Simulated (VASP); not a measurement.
Given:

```
CELL_PARAMETERS angstrom
      2.99000     0.00000     0.00000
      0.00000     2.99000     0.00000
      0.00000     0.00000     2.99000
ATOMIC_POSITIONS crystal
  Al 0.50000 0.50000 0.50000
  Ru 0.00000 0.00000 0.00000
```

Level of theory: SCAN meta-GGA, VASP's PBE PAW potentials (set 64) (plane waves; VASP). Run with 520 eV cut-off, 11×11×11 Γ-centred mesh, first-order Methfessel-Paxton smearing of 0.10 eV, potentials Al Ru_pv.

Energy and stress use the plane-wave basis of the starting cell.

Question: The ions, cell shape and volume are relaxed. Predict the relaxed structure.

Answer: 
```
CELL_PARAMETERS angstrom
      2.96660     0.00000     0.00000
      0.00000     2.96660     0.00000
      0.00000     0.00000     2.96660
ATOMIC_POSITIONS crystal
  Al 0.50000 0.50000 0.50000
  Ru 0.00000 0.00000 0.00000
```
Space group Pm-3m (221), at a tolerance of 0.03 Å.

Question: How do energy and volume change from the first to the last step?

Answer: The energy (σ→0) changes by -5.2 meV/atom and the volume by -2.3 %, in 3 ionic steps.

The compound is RuAl in the CsCl type structure. This run relaxes it. Symmetry was kept, so distortions that lower it aren't found. The electron count is odd and the run is not spin-polarised, which forces a metal.
